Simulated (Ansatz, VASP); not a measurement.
# TiC in two plane-wave programs, part 2 of 2

Wanted: the spread between two codes on one cell, functional and k mesh. The cell is taken from a series of runs on this material, whose earlier steps may have relaxed, scaled, displaced or heated it; both programs get it as it stands.

VASP 6.6.1 and Ansatz 0.2.0.

So far: Set-up; Ansatz: elastic constants, LDA, pair 1.

## (3) VASP: elastic constants, LDA, pair 1

Level of this step: LDA; plane waves and PAW (Ti_sv, C) (VASP).

The same cell, functional (in two slightly different forms), mesh and smearing now go to VASP, with its own data sets.

Lines of VASP's logs that name or quote its potential files are left out, and so is its time.

File INCAR:

```
SYSTEM = TiC
PREC = Accurate
ENCUT = 600
EDIFF = 1E-08
NELM = 120
ISMEAR = 1
SIGMA = 0.25
LREAL = .FALSE.
ALGO = Normal
GGA = CA
NBANDS = 14
LASPH = .TRUE.
LORBIT = 11
LWAVE = .FALSE.
LCHARG = .FALSE.
ISIF = 3
IBRION = 6
NFREE = 2
POTIM = 0.015
NSW = 1
GGA_COMPAT = .FALSE.
KPAR = 2
```

File POSCAR:

```
TiC
1.0
    0.0000000000      2.1276331785      2.1276331785
    2.1276331785      0.0000000000      2.1276331785
    2.1276331785      2.1276331785      0.0000000000
Ti C
1 1
Direct
    0.0000000000      0.0000000000      0.0000000000
    0.5000000000      0.5000000000      0.5000000000
```

File KPOINTS:

```
Automatic mesh
0
Gamma
4 4 4
0 0 0
```

The projector-augmented-wave data sets are Ti_sv and C (LDA family, release 64).

Launch:

```console
> mpirun -np 2 vasp_std
```

Numbers of over 12 decimals in the logs are rounded to 6 here.

The program printed:

```text
[banner, memory and clock lines left out]
running    2 mpi-ranks, on    1 nodes
 distrk:  each k-point on    1 cores,    2 groups
 distr:  one band on    1 cores,    1 groups

 POSCAR found type information on POSCAR TiC
 POSCAR found :  2 types and       2 ions
 LDA part: xc-table for (Slater(with rela. corr.)+CA(PZ))
 , standard interpolation
 POSCAR, INCAR and KPOINTS ok, starting setup
 FFT: planning ... GRIDC
 FFT: planning ... GRID_SOFT
 FFT: planning ... GRID
 WAVECAR not read
 entering main loop
       N       E                     dE             d eps       ncg     rms          rms(c)
DAV:   1     0.130201149319E+03    0.13020E+03   -0.95623E+03   224   0.157E+03
DAV:   2    -0.175361916329E+02   -0.14774E+03   -0.13963E+03   248   0.367E+02
DAV:   3    -0.256129650837E+02   -0.80768E+01   -0.79228E+01   300   0.861E+01
DAV:   4    -0.258882133856E+02   -0.27525E+00   -0.27495E+00   282   0.147E+01
DAV:   5    -0.258939399679E+02   -0.57266E-02   -0.57265E-02   276   0.193E+00    0.190E+01
DAV:   6    -0.212033182358E+02    0.46906E+01   -0.13192E+01   296   0.608E+01    0.694E+00
DAV:   7    -0.205303387480E+02    0.67298E+00   -0.24415E+00   288   0.229E+01    0.550E+00
DAV:   8    -0.205133429749E+02    0.16996E-01   -0.11246E-01   236   0.323E+00    0.396E+00
DAV:   9    -0.204976302547E+02    0.15713E-01   -0.13024E-01   272   0.420E+00    0.664E-01
DAV:  10    -0.204973885976E+02    0.24166E-03   -0.11578E-02   274   0.136E+00    0.678E-01
DAV:  11    -0.204955420678E+02    0.18465E-02   -0.40061E-03   244   0.966E-01    0.306E-01
DAV:  12    -0.204953422538E+02    0.19981E-03   -0.49801E-04   248   0.192E-01    0.665E-02
DAV:  13    -0.204953311688E+02    0.11085E-04   -0.47825E-05   272   0.647E-02    0.148E-02
DAV:  14    -0.204953292666E+02    0.19022E-05   -0.36059E-06   298   0.313E-02    0.244E-03
DAV:  15    -0.204953292469E+02    0.19714E-07   -0.18274E-07   284   0.428E-03    0.137E-03
DAV:  16    -0.204953292396E+02    0.73137E-08   -0.64133E-08   284   0.215E-03
   1 F= -.20495329E+02 E0= -.20497162E+02  d E =0.549779E-02
[... from here on, the cycles between the ionic steps are left out ...]
   2 F= -.20489533E+02 E0= -.20490630E+02  d E =0.328976E-02
   3 F= -.20485913E+02 E0= -.20487162E+02  d E =0.374487E-02
   9 F= -.20492837E+02 E0= -.20494213E+02  d E =0.412893E-02
  10 F= -.20492837E+02 E0= -.20494213E+02  d E =0.412890E-02
  11 F= -.20492837E+02 E0= -.20494213E+02  d E =0.412887E-02
  12 F= -.20492837E+02 E0= -.20494213E+02  d E =0.412889E-02
  13 F= -.20492837E+02 E0= -.20494213E+02  d E =0.412891E-02
  14 F= -.20493981E+02 E0= -.20495679E+02  d E =0.509427E-02
  15 F= -.20493981E+02 E0= -.20495679E+02  d E =0.509426E-02
  16 F= -.20493982E+02 E0= -.20495681E+02  d E =0.509428E-02
 Finite differences progress:
  Degree of freedom:   8/  8
  Displacement:        1/  2
  Total:              15/ 16
 bond charge predicted
       N       E                     dE             d eps       ncg     rms          rms(c)
DAV:   1    -0.204950391239E+02   -0.10567E-02   -0.16882E+00   364   0.761E+00    0.205E-01
DAV:   2    -0.204944127501E+02    0.62637E-03   -0.10628E-02   406   0.827E-01    0.103E-01
DAV:   3    -0.204939724875E+02    0.44026E-03   -0.10832E-03   430   0.264E-01    0.211E-02
DAV:   4    -0.204939838292E+02   -0.11342E-04   -0.13441E-04   388   0.938E-02    0.169E-02
DAV:   5    -0.204939826826E+02    0.11466E-05   -0.14430E-06   474   0.161E-02    0.855E-03
DAV:   6    -0.204939824198E+02    0.26284E-06   -0.66233E-07   436   0.116E-02    0.213E-03
DAV:   7    -0.204939824331E+02   -0.13349E-07   -0.10578E-07   418   0.324E-03    0.166E-03
DAV:   8    -0.204939824306E+02    0.25614E-08   -0.54564E-09   212   0.175E-03
  17 F= -.20493982E+02 E0= -.20495680E+02  d E =0.509418E-02
 Finite differences progress:
  Degree of freedom:   8/  8
  Displacement:        2/  2
  Total:              16/ 16
```

From OUTCAR (step 3):

```text
ion  position               nearest neighbor table
   1  0.000  0.000  0.000-   2 2.13   2 2.13   2 2.13   2 2.13   2 2.13   2 2.13
   2  0.500  0.500  0.500-   1 2.13   1 2.13   1 2.13   1 2.13   1 2.13   1 2.13

  LATTYP: Found a face centered cubic cell.
 ALAT       =     4.2552663570

 Subroutine GETGRP returns: Found 48 space group operations
 (whereof 48 operations were pure point group operations)

The static configuration has the point symmetry O_h .

 Found      8 irreducible k-points:

   k-points           NKPTS =      8   k-points in BZ     NKDIM =      8   number of bands    NBANDS=     14

   dimension x,y,z NGX =    24 NGY =   24 NGZ =   24
   dimension x,y,z NGXF=    48 NGYF=   48 NGZF=   48

   ENCUT  =  600.0 eV  44.10 Ry    6.64 a.u.   6.01  6.01  6.01*2*pi/ulx,y,z

   NELECT =      16.0000    total number of electrons

 k-points in reciprocal lattice and weights: Automatic mesh
   0.00000000  0.00000000  0.00000000       0.016
   0.25000000  0.00000000  0.00000000       0.125
   0.50000000  0.00000000  0.00000000       0.062
   0.25000000  0.25000000  0.00000000       0.094
   0.50000000  0.25000000  0.00000000       0.375
  -0.25000000  0.25000000  0.00000000       0.188
   0.50000000  0.50000000  0.00000000       0.047
  -0.25000000  0.50000000  0.25000000       0.094

 average (electrostatic) potential at core
       1 -70.3193       2 -48.2104

 E-fermi :   9.6532

 k-point     1 :       0.0000    0.0000    0.0000
  band No.  band energies     occupation
      1     -45.7921      2.00000
      2     -22.1691      2.00000
      3     -22.1691      2.00000
      4     -22.1686      2.00000
      5      -2.6072      2.00000
      6      10.5527     -0.00000
      7      10.5527     -0.00000
      8      10.5619     -0.00000
      9      11.4941     -0.00000
     10      11.5824     -0.00000
    ...

 k-point     2 :       0.2500    0.0000    0.0000
  band No.  band energies     occupation
    ...
      4     -22.1984      2.00000
      5      -1.2040      2.00000
      6       7.0380      2.00000
      7       8.0578      2.00000
      8       8.0603      2.00000
      9      11.7373     -0.00000
     10      11.7382     -0.00000
     11      12.8801     -0.00000
     12      16.0678      0.00000
     13      16.0713      0.00000
    ...

 k-point     3 :       0.5000    0.0000    0.0000
  band No.  band energies     occupation
    ...
      4     -22.2277      2.00000
      5       1.1792      2.00000
      6       3.7944      2.00000
      7       6.7909      2.00000
      8       6.7916      2.00000
      9      13.0093     -0.00000
     10      13.0101     -0.00000
     11      14.2794     -0.00000
     12      18.3827      0.00000
     13      18.5590      0.00000
    ...

  Total        0.0803128      0.0811239      0.0811239      0.0000000     -0.0000000     -0.0000000
  in kB        6.6799824      6.7474377      6.7474377      0.0000000     -0.0000000     -0.0000000
  external PRESSURE =       6.7249526 kB  Pullay stress =       0.0000000 kB

  energy-cutoff  :      600.00
  volume of cell :       19.26
      direct lattice vectors                 reciprocal lattice vectors
     0.000000000  2.127633178  2.127633178    -0.235002915  0.235002915  0.235002915
     2.127633178  0.000000000  2.127633178     0.235002915 -0.235002915  0.235002915
     2.127633178  2.127633178  0.000000000     0.235002915  0.235002915 -0.235002915

 POSITION                                       TOTAL-FORCE (eV/Angst)
 -----------------------------------------------------------------------------------
      0.00000      0.00000      0.00000        -0.177950      0.000000      0.000000
      2.11263      2.12763      2.12763         0.177950      0.000000      0.000000
 -----------------------------------------------------------------------------------
    total drift:                               -0.000035      0.000000      0.000000

  FREE ENERGIE OF THE ION-ELECTRON SYSTEM (eV)
  ---------------------------------------------------
  free  energy   TOTEN  =       -20.4939824306 eV

  energy  without entropy=      -20.4990766138  energy(sigma->0) =      -20.49568049

  SYMMETRIZED ELASTIC MODULI (kBar)
 Direction    XX          YY          ZZ          XY          YZ          ZX
 --------------------------------------------------------------------------------
 XX        5640.8163   1412.0748   1412.0748     -0.0000      0.0000     -0.0000
 YY        1412.0748   5640.8163   1412.0748      0.0000      0.0000     -0.0000
 ZZ        1412.0748   1412.0748   5640.8163      0.0000     -0.0000     -0.0000
 XY          -0.0000      0.0000      0.0000   1823.6164      0.0000      0.0000
 YZ           0.0000      0.0000     -0.0000      0.0000   1823.6164      0.0000
 ZX          -0.0000     -0.0000     -0.0000      0.0000      0.0000   1823.6164
 --------------------------------------------------------------------------------

 Eigenvectors and eigenvalues of the dynamical matrix
 ----------------------------------------------------

   1 f  =   17.378228 THz   109.190627 2PiTHz  579.675292 cm-1    71.870544 meV
             X         Y         Z           dx          dy          dz
      0.000000  0.000000  0.000000     0.000000    0.447922    0.000000
      2.127633  2.127633  2.127633     0.000000   -0.894072    0.000000

   2 f  =   17.378228 THz   109.190627 2PiTHz  579.675292 cm-1    71.870544 meV
             X         Y         Z           dx          dy          dz
      0.000000  0.000000  0.000000    -0.447922    0.000000    0.000000
      2.127633  2.127633  2.127633     0.894072    0.000000    0.000000

   3 f  =   17.378228 THz   109.190627 2PiTHz  579.675292 cm-1    71.870544 meV
             X         Y         Z           dx          dy          dz
      0.000000  0.000000  0.000000     0.000000    0.000000   -0.447922
      2.127633  2.127633  2.127633     0.000000    0.000000    0.894072

   4 f/i=    0.001882 THz     0.011825 2PiTHz    0.062776 cm-1     0.007783 meV
             X         Y         Z           dx          dy          dz
      0.000000  0.000000  0.000000     0.894072    0.000000    0.000000
      2.127633  2.127633  2.127633     0.447922    0.000000    0.000000

   5 f/i=    0.001882 THz     0.011825 2PiTHz    0.062776 cm-1     0.007783 meV
             X         Y         Z           dx          dy          dz
      0.000000  0.000000  0.000000     0.000000    0.000000    0.894072
      2.127633  2.127633  2.127633     0.000000    0.000000    0.447922

   6 f/i=    0.001882 THz     0.011825 2PiTHz    0.062776 cm-1     0.007783 meV
             X         Y         Z           dx          dy          dz
      0.000000  0.000000  0.000000     0.000000   -0.894072    0.000000
      2.127633  2.127633  2.127633     0.000000   -0.447922    0.000000

 ELASTIC MODULI CONTR FROM IONIC RELAXATION (kBar)
 Direction    XX          YY          ZZ          XY          YZ          ZX
 --------------------------------------------------------------------------------
 XX           0.0000      0.0000      0.0000      0.0000      0.0000      0.0000
 YY           0.0000      0.0000      0.0000      0.0000      0.0000      0.0000
 ZZ           0.0000      0.0000      0.0000      0.0000      0.0000      0.0000
 XY           0.0000      0.0000      0.0000      0.0000      0.0000      0.0000
 YZ           0.0000      0.0000      0.0000      0.0000      0.0000      0.0000
 ZX           0.0000      0.0000      0.0000      0.0000      0.0000      0.0000
 --------------------------------------------------------------------------------

 TOTAL ELASTIC MODULI (kBar)
 Direction    XX          YY          ZZ          XY          YZ          ZX
 --------------------------------------------------------------------------------
 XX        5640.8163   1412.0748   1412.0748     -0.0000      0.0000     -0.0000
 YY        1412.0748   5640.8163   1412.0748      0.0000      0.0000     -0.0000
 ZZ        1412.0748   1412.0748   5640.8163      0.0000     -0.0000     -0.0000
 XY          -0.0000      0.0000      0.0000   1823.6164      0.0000      0.0000
 YZ           0.0000      0.0000     -0.0000      0.0000   1823.6164      0.0000
 ZX          -0.0000     -0.0000     -0.0000      0.0000      0.0000   1823.6164
 --------------------------------------------------------------------------------

 total charge
# of ion       s       p       d       tot
------------------------------------------
    1        2.211   6.271   2.068  10.551
    2        0.894   1.523   0.000   2.416
--------------------------------------------------
tot          3.105   7.794   2.068  12.967

[... 3 further parts left out ...]
```

The k-mesh is coarse for a metal.

Levels, forces or a CONTCAR printed for this step are those of its last displaced cell, not of the structure at rest.

## (4) Comparison

Known differences besides the potentials themselves: the two LDA forms differ slightly; the cutoff is 420 eV in Ansatz and 600 eV in VASP; VASP's log shows a relativistic correction to its local exchange, Ansatz's none; VASP takes each elastic constant from one size of strain, Ansatz from those that its log lists. Total energies have different zeros and are not compared.

Both answers:

```csv
quantity,Ansatz,VASP,difference
C11 (GPa),556.9,564.1,-1.26 %
C22 (GPa),556.9,564.1,-1.26 %
C33 (GPa),556.9,564.1,-1.26 %
C12 (GPa),144.4,141.2,+2.23 %
C13 (GPa),144.4,141.2,+2.23 %
C23 (GPa),144.4,141.2,+2.23 %
C44 (GPa),183.8,182.4,+0.80 %
C55 (GPa),183.8,182.4,+0.80 %
C66 (GPa),183.8,182.4,+0.80 %
```

## (5) VASP: elastic constants, LDA, pair 2

Elastic constants are differences of stresses under small strains, so they test the stress and the mesh. The cell compared in this pair holds 19.34 Å³, against 19.26 Å³ for the pair before.

Changes to INCAR since step 3:

```diff
@@ -5,4 +5,4 @@
 NELM = 120
-ISMEAR = 1
-SIGMA = 0.25
+ISMEAR = 0
+SIGMA = 0.05
 LREAL = .FALSE.
```

File POSCAR:

```
TiC
1.0
    0.0000000000      2.1303952681      2.1303952681
    2.1303952681      0.0000000000      2.1303952681
    2.1303952681      2.1303952681      0.0000000000
Ti C
1 1
Direct
    0.0000000000      0.0000000000      0.0000000000
    0.5000000000      0.5000000000      0.5000000000
```

File KPOINTS:

```
Automatic mesh
0
Gamma
14 14 14
0 0 0
```

Launch:

```console
> mpirun -np 2 vasp_std
```

The program printed:

```text
[... set-up lines as in an earlier step ...]
 entering main loop
       N       E                     dE             d eps       ncg     rms          rms(c)
DAV:   1     0.125739286157E+03    0.12574E+03   -0.89632E+03  2912   0.151E+03
DAV:   2    -0.173118179082E+02   -0.14305E+03   -0.13464E+03  3068   0.369E+02
DAV:   3    -0.256311828026E+02   -0.83194E+01   -0.81301E+01  3876   0.858E+01
DAV:   4    -0.259675945870E+02   -0.33641E+00   -0.33615E+00  3584   0.158E+01
[...]
DAV:  15    -0.205395012354E+02    0.58331E-07   -0.15008E-07  4466   0.648E-03    0.150E-03
DAV:  16    -0.205395012194E+02    0.16057E-07   -0.50777E-08  3212   0.349E-03    0.138E-04
DAV:  17    -0.205395012186E+02    0.73805E-09   -0.11298E-09  1858   0.396E-04
   1 F= -.20539501E+02 E0= -.20539315E+02  d E =-.373295E-03
[... from here on, the cycles between the ionic steps are left out ...]
   2 F= -.20533043E+02 E0= -.20532854E+02  d E =-.377317E-03
   3 F= -.20530043E+02 E0= -.20529828E+02  d E =-.429022E-03
   9 F= -.20537109E+02 E0= -.20536920E+02  d E =-.376526E-03
  10 F= -.20537109E+02 E0= -.20536920E+02  d E =-.376524E-03
  11 F= -.20537109E+02 E0= -.20536920E+02  d E =-.376534E-03
  12 F= -.20537109E+02 E0= -.20536920E+02  d E =-.376524E-03
  13 F= -.20537109E+02 E0= -.20536920E+02  d E =-.376526E-03
  14 F= -.20538286E+02 E0= -.20538100E+02  d E =-.371277E-03
  15 F= -.20538286E+02 E0= -.20538100E+02  d E =-.371278E-03
  16 F= -.20538288E+02 E0= -.20538102E+02  d E =-.371279E-03
  17 F= -.20538288E+02 E0= -.20538102E+02  d E =-.371275E-03
 Finite differences progress:
  Degree of freedom:   8/  8
  Displacement:        2/  2
  Total:              16/ 16
```

From OUTCAR (step 5):

```text
  Total        0.0814548      0.0735901      0.0735901      0.0000000      0.0000000      0.0000000
  in kB        6.7486503      6.0970437      6.0970437      0.0000000      0.0000000      0.0000000
  external PRESSURE =       6.3142459 kB  Pullay stress =       0.0000000 kB

 POSITION                                       TOTAL-FORCE (eV/Angst)
 -----------------------------------------------------------------------------------
      0.00000      0.00000      0.00000        -0.162171      0.000000      0.000000
      2.11540      2.13040      2.13040         0.162171      0.000000      0.000000
 -----------------------------------------------------------------------------------
    total drift:                               -0.000071      0.000000      0.000000

  FREE ENERGIE OF THE ION-ELECTRON SYSTEM (eV)
  ---------------------------------------------------
  free  energy   TOTEN  =       -20.5382876258 eV

  energy  without entropy=      -20.5379163504  energy(sigma->0) =      -20.53810199

[... 3 further parts left out ...]
[key lines of the parts left out:]
E-fermi :   9.8321
```

Levels, forces or a CONTCAR printed for this step are those of its last displaced cell, not of the structure at rest.

## (6) Ansatz: elastic constants, LDA, pair 2

The same cell, functional (in two slightly different forms), mesh and smearing now go to Ansatz, which takes its cutoff from its data sets.

The cell is taken from a series of runs on this material, whose earlier steps may have relaxed, scaled, displaced or heated it; both programs get it as it stands.

File input.yaml:

```yaml
crystal:
  lattice:
    - [0.0, 2.1303952681, 2.1303952681]
    - [2.1303952681, 0.0, 2.1303952681]
    - [2.1303952681, 2.1303952681, 0.0]
  atoms:
    - { symbol: Ti, position: [0.0, 0.0, 0.0] }
    - { symbol: C, position: [0.5, 0.5, 0.5] }
kpoints:
  mp_grid: { grid: [14, 14, 14] }
hamiltonian:
  xc: lda
scf:
  occupations: { method: gaussian, width: 0.05 }
output:
  forces: true
  stress: true
  eigenvalues: true
elastic:
  mode: relaxed_ion
  stencil: two_point
  amplitude: 0.002
```

Launch:

```console
> ansatz run input.yaml --threads 4 --pin off --max-ram 16384MiB --backend cpu --events-out ev --progress --plain --runs-dir out
```

The program printed:

```text
[...]
Crystal: 2 atoms, lattice volume = 19.338 Å³
Basis set: ecut = 420 eV, 339 PW (Γ)
Bands: 12, of which v1, the nominal top of the filled ones, is band 8 counted from 1 (7 counted from 0)
Symmetry: 48 space group operations
[...]
k-points: 104 of 2744
[...]
2.000e-3       1.1546       -2695.1763501       6   48835    388   relax 0 steps, max|allowed force component| 1.07e-29 eV/Å
[...]
δ    σ_23 (GPa)             F (eV)   n_scf  n_hpsi   n_pw
    -2.000e-3      -0.3583       -2695.1764396       5   77204    388   relax 0 steps, max|allowed force component| 2.96e-30 eV/Å
     2.000e-3       0.3583       -2695.1764396       4   64729    388   relax 0 steps, max|allowed force component| 1.77e-30 eV/Å
[key lines of the parts left out:]
SCF converged after 8 iterations
Free energy (F): -2695.176470 eV
Fermi energy:    15.242549 eV
P = ⅓ Tr σ = -0.0010 GPa (-0.010 kbar)
```

## (7) Side by side

Both answers:

```csv
quantity,Ansatz,VASP,difference
C11 (GPa),583.3,585.4,-0.35 %
C22 (GPa),583.3,585.4,-0.35 %
C33 (GPa),583.3,585.4,-0.35 %
C12 (GPa),131.6,129.9,+1.35 %
C13 (GPa),131.6,129.9,+1.35 %
C23 (GPa),131.6,129.9,+1.35 %
C44 (GPa),179.1,176.7,+1.40 %
C55 (GPa),179.1,176.7,+1.40 %
C66 (GPa),179.1,176.7,+1.40 %
```

## (8) Summary of results

* difference in C12 (elastic constants, LDA, pair 1): 2.2 %
* difference in C44 (elastic constants, LDA, pair 2): 1.4 %

What this shows: The difference in C12 is 2.2 % (elastic constants, LDA, pair 1), within the 5 % picked in this series as the mark of a large difference. How closely two codes agree says nothing of how well the functional describes the real material.

[Lines on the potential files, build, host, timing and source positions are cut from VASP's logs without a mark.]

[Logs are printed without paths, hosts, clocks, repeated set-up lines and the standing remarks that a program may print on its own settings, such as how far it seeks lower states.]

[Hosts, paths, dates, database ids (printed as entryN), source tags and the programs' standing remarks are cut or masked in the printed files.]
